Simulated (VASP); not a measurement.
A VASP calculation is set up with these files.

**POSCAR**
```
GaSb
1
    0.0000000000     3.1061202460     3.1061202460
    3.1061202460     0.0000000000     3.1061202460
    3.1061202460     3.1061202460     0.0000000000
Ga Sb
1 1
Direct
  0.0000000000   0.0000000000   0.0000000000
  0.2500000000   0.2500000000   0.2500000000
```

**INCAR**
```
SYSTEM  =  GaSb
PREC  =  Accurate; ENCUT  =  500; LREAL  =  .FALSE.
LASPH  =  .TRUE.
EDIFF  =  1E-6; NELM  =  100; ALGO  =  Normal
LMAXMIX  =  4
ISMEAR  =  1; SIGMA  =  0.1
GGA  =  PE
IBRION  =  2; NSW  =  40; ISIF  =  3
EDIFFG  =  -0.02
LWAVE  =  .FALSE.; LCHARG  =  .FALSE.
```

**KPOINTS**
```
Automatic mesh
0
Gamma
10 10 10
0 0 0
```

POTCAR, in this order: Ga_d Sb (PBE.64 set). Program: vasp_std.

Write an equivalent input for Ansatz.

One equivalent input (not run):
Ansatz 0.2 input:
```yaml
crystal:
  lattice:
    - [0.0000000, 3.1061202, 3.1061202]
    - [3.1061202, 0.0000000, 3.1061202]
    - [3.1061202, 3.1061202, 0.0000000]
  atoms:
    - { symbol: Ga, position: [0.0000000, 0.0000000, 0.0000000] }
    - { symbol: Sb, position: [0.2500000, 0.2500000, 0.2500000] }
kpoints:
  mp_grid: { grid: [10, 10, 10] }
hamiltonian:
  xc: pbe
  pseudopotentials: { kind: paw }
scf:
  occupations: { method: methfessel_paxton, width: 0.1 }
  max_iter: 100
relax:
  max_steps: 40
  f_tol: 0.02
  cell: {}
output: { forces: true, stress: true, eigenvalues: true }
```
Limits of the translation: each code has its own PAW files, so the cut-off isn't converted (ENCUT is set for VASP's; basis.ecutwfc is left out, and Ansatz then takes the one that its files recommend); Ansatz stops its SCF on the density residual and VASP on the energy change (EDIFF).

The compound is GaSb in the zinc blende structure. It was relaxed first, which changed the volume by +6 %.
